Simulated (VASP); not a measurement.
The system is SiNi3.

```
Si Ni
1.0
     3.54200    0.00000    0.00000
     0.00000    3.54200    0.00000
     0.00000    0.00000    3.54200
Si Ni
1 3
Direct
  0.00000 0.00000 0.00000
  0.00000 0.50000 0.50000
  0.50000 0.00000 0.50000
  0.50000 0.50000 0.00000
```

- Program: VASP 6.6.1
- Task: relaxation of cell and atoms
- Functional: PBEsol
- Potentials or basis: VASP PAW PBE potentials, release 64 (Si, Ni)
- Cutoff: 600 eV
- k mesh: 10 × 10 × 10
- Occupations: methfessel-paxton, width 0.1 eV
- Spin: no spin polarisation

At the start: pressure -14.1 GPa; volume 11.11 Å³/atom.

Problem. How do energy, volume and symmetry change on relaxing?

Solution. Over 4 steps the energy falls by 34.9 meV/atom and the volume is 10.36 Å³/atom (-6.7 %); space group Pm-3m (No. 221, to 0.05 Å).

Step by step:
| step | energy change (eV) | largest force (eV/Å) | pressure (GPa) | volume (Å³) |
| --- | --- | --- | --- | --- |
| 1 | 0.0000 | 0.0000 | -14.09 | 44.44 |
| 2 | 0.0489 | 0.0000 | 21.57 | 38.45 |
| 3 | -0.1395 | 0.0000 | -0.16 | 41.50 |
| 4 | -0.1395 | 0.0000 | 0.11 | 41.45 |

Final structure:
```xyz
4
Lattice="3.4607 0.0000 0.0000 0.0000 3.4607 0.0000 0.0000 0.0000 3.4607" Properties=species:S:1:pos:R:3 pbc="T T T"
Si    0.0000    0.0000    0.0000
Ni    0.0000    1.7303    1.7303
Ni    1.7303    0.0000    1.7303
Ni    1.7303    1.7303    0.0000
```

Caveat: the PAW data sets were made with another functional, which shifts forces and pressure a little.
